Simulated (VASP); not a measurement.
The system is Be2N.

```xyz
3
Lattice="3.0968 0.0000 0.0000 -1.5484 2.6819 0.0000 0.0000 0.0000 3.0975" Properties=species:S:1:pos:R:3 pbc="T T T"
Be    0.0000    1.7879    1.5488
Be    1.5484    0.8940    1.5488
N     0.0000    0.0000    0.0000
```

The cell was built by a generator and needn't be a form met in nature.

* Program: VASP 6.6.1
* Task: relaxation of cell and atoms
* Functional: r2SCAN
* Potentials or basis: VASP PAW PBE potentials, release 64 (Be, N)
* Cutoff: 600 eV
* k mesh: 10 × 10 × 9
* Occupations: gaussian, width 0.05 eV
* Spin: no spin polarisation

At the start: pressure 3.0 GPa; volume 8.58 Å³/atom.

Where does the relaxation end?

Over 9 steps the energy falls by 310.3 meV/atom and the volume is 8.31 Å³/atom (-3.1 %); space group P6/mmm (No. 191, to 0.05 Å).

Step by step:
| step | energy change (eV) | largest force (eV/Å) | pressure (GPa) | volume (Å³) |
| --- | --- | --- | --- | --- |
| 1 | 0.0000 | 0.0000 | 3.01 | 25.73 |
| 2 | -0.8728 | 0.0000 | -3.20 | 25.82 |
| 3 | -0.9181 | 0.0000 | -3.67 | 25.88 |
| 4 | -0.9193 | 0.0000 | -3.71 | 25.89 |
| 5 | -0.9190 | 0.0000 | -3.78 | 25.89 |
| 6 | -0.9300 | 0.0000 | -0.97 | 25.17 |
| 7 | -0.9306 | 0.0000 | -0.12 | 24.97 |
| 8 | -0.9306 | 0.0000 | -0.04 | 24.95 |
| 9 | -0.9309 | 0.0000 | 0.04 | 24.92 |

Final structure:
```
CELL_PARAMETERS angstrom
3.26381 0.00000 0.00000
-1.63191 2.82655 0.00000
0.00000 0.00000 2.70116
ATOMIC_POSITIONS crystal
Be 0.33333 0.66667 0.50000
Be 0.66667 0.33333 0.50000
N 0.00000 0.00000 0.00000
```

Caveat: the PAW data sets were made with another functional, which shifts forces and pressure a little.
